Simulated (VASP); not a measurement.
```
Si
1.0
    0.00000     2.70634     2.70634
    2.70634     0.00000     2.70634
    2.70634     2.70634     0.00000
Si
2
Direct
  0.25000   0.25000   0.25000
  0.00000   0.00000   0.00000
```

All values below come from PBE GGA, VASP's PBE PAW potentials (set 64) (plane waves; VASP 6.6.1). Run with 180 eV cut-off, 9×9×9 Γ-centred mesh, Gaussian smearing of 0.050 eV, potentials Si.

At this cut-off the stress carries a Pulay error, which pulls relaxed volumes low. Energy and stress use the plane-wave basis of the starting cell.

The ions, cell shape and volume are relaxed. What does this cell relax into?

```
Si
1.0
    0.00000     2.73375     2.73375
    2.73375     0.00000     2.73375
    2.73375     2.73375     0.00000
Si
2
Direct
  0.25000   0.25000   0.25000
  0.00000   0.00000   0.00000
```
Space group Fd-3m (227), at a tolerance of 0.03 Å.

How do energy and volume change from the first to the last step?

The energy (σ→0) changes by -5.3 meV/atom and the volume by +3.1 %, in 3 ionic steps.

| step | E(σ→0) (eV) | max force (eV/Å) | pressure (GPa) | volume (Å³) |
|---|---|---|---|---|
| 1 | -10.7705 | 0.000 | 2.88 | 39.64 |
| 2 | -10.7763 | 0.000 | -1.77 | 41.72 |
| 3 | -10.7812 | 0.000 | 0.00 | 40.86 |

The structure comes from a computed database's Si entry; how it stands against other phases isn't given here. This run relaxes it. Symmetry was kept, so distortions that lower it aren't found. The run is one of a series of settings (EDIFFG = -0.01, ENCUT = 180, IBRION = 2, ISIF = 3, NSW = 50 against the base run), some of them coarse on purpose.
